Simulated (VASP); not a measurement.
Here is the system:

```
CELL_PARAMETERS angstrom
      2.22886    -3.86050     0.00000
      2.22886     3.86050     0.00000
      0.00000     0.00000     7.25726
ATOMIC_POSITIONS crystal
  Cd 0.66667 0.33333 0.50011
  Cd 0.33333 0.66667 0.00011
  Se 0.66667 0.33333 0.87589
  Se 0.33333 0.66667 0.37589
```

Level of theory: RPBE GGA, VASP's PBE PAW potentials (set 64) (plane waves; VASP). Settings: 520 eV cut-off, Gaussian smearing of 0.050 eV, potentials Cd Se.

Question: Give the energies of bands 13 to 21 at the high-symmetry points, in eV from the valence-band maximum.

Answer: 
```tsv
band	Γ	M	K	A	L	H
13	-3.76	-3.66	-3.33	-2.35	-3.66	-3.58
14	-0.63	-3.19	-3.33	-2.35	-3.66	-3.58
15	-0.62	-2.19	-2.48	-0.33	-1.11	-1.98
16	-0.03	-1.51	-1.53	-0.33	-1.11	-1.98
17	0.00	-1.06	-1.53	-0.33	-1.09	-0.91
18	0.00	-0.61	-1.36	-0.33	-1.09	-0.91
19	0.61	3.10	4.42	2.28	2.99	3.67
20	2.21	3.42	4.42	2.28	2.99	3.67
21	5.92	4.96	4.61	5.84	4.94	5.99
```

The gap is direct, 0.61 eV, from the valence maximum at Γ to the conduction minimum at Γ.

Measured: gap 1.73 eV (computed value off by -1.12 eV), as given by Abedi et al., (2022), arXiv:2211.14644.

The compound is CdSe in the wurtzite structure. It was relaxed first, which changed the volume by +11 %.
